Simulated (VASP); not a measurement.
Shape and ions are relaxed at each volume.

Space group P4₂/mnm (No. 136); a = b = 4.763 Å, c = 3.156 Å, α = β = γ = 90.00°

```tsv
atom	site	symmetry	x	y	z
Zn	2a	m.mm	0.0000	0.0000	0.0000
F	4f	m.2m	0.3044	0.3044	0.0000
```

These are revTPSS meta-GGA, VASP's PBE PAW potentials (set 64) (plane waves; VASP) values and carry that method's errors. Run with 520 eV cut-off, 5×5×7 Γ-centred mesh, Gaussian smearing of 0.050 eV, potentials Zn F.

**Question.** Give the energy at these volumes per atom, relative to the lowest: 10.99, 11.34, 11.69, 12.04, 12.39 Å³.

**Answer.** 28.3, 10.2, 1.4, 0.0, 4.8 meV/atom. A third-order Birch-Murnaghan fit gives B0 = 101 GPa and B0′ = 6.0.

The compound is ZnF2 in the rutile structure. It was relaxed first.
